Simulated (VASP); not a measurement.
TeO:

```
CELL_PARAMETERS angstrom
3.13214 0.00000 0.00000
0.00000 3.13214 0.00000
0.00000 0.00000 3.13214
ATOMIC_POSITIONS crystal
Te 0.50000 0.50000 0.50000
O 0.00000 0.00000 0.00000
```

The cell was built by a generator and needn't be a form met in nature.

| Quantity | Value |
| --- | --- |
| Program | VASP 6.6.1 |
| Task | single point |
| Functional | PBE |
| Potentials or basis | VASP PAW PBE potentials, release 64 (Te, O) |
| Cutoff | 520 eV |
| k mesh | 9 × 9 × 9 |
| Occupations | fermi-dirac, width 0.05 eV |
| Spin | no spin polarisation |

On this cell: pressure -0.6 GPa; largest force zero by symmetry; band gap on the k mesh none (metal or under the smearing width).

The same run follows on a disturbed copy (atoms moved at random, drawn with an rms of 0.05 Å):

```
CELL_PARAMETERS angstrom
3.13214 0.00000 0.00000
0.00000 3.13214 0.00000
0.00000 0.00000 3.13214
ATOMIC_POSITIONS crystal
Te 0.51160 0.49793 0.49277
O 0.00034 0.99446 0.99344
```

Q: What does the disturbed cell give?

A: The energy (extrapolated to zero smearing) moves by -0.5 meV/atom; pressure -0.5 GPa; largest force 0.058 eV/Å; band gap on the k mesh none (metal or under the smearing width).

Forces on the atoms (eV/Å):
```
Te   0.055  0.017 -0.003
O   -0.055 -0.017  0.003
```
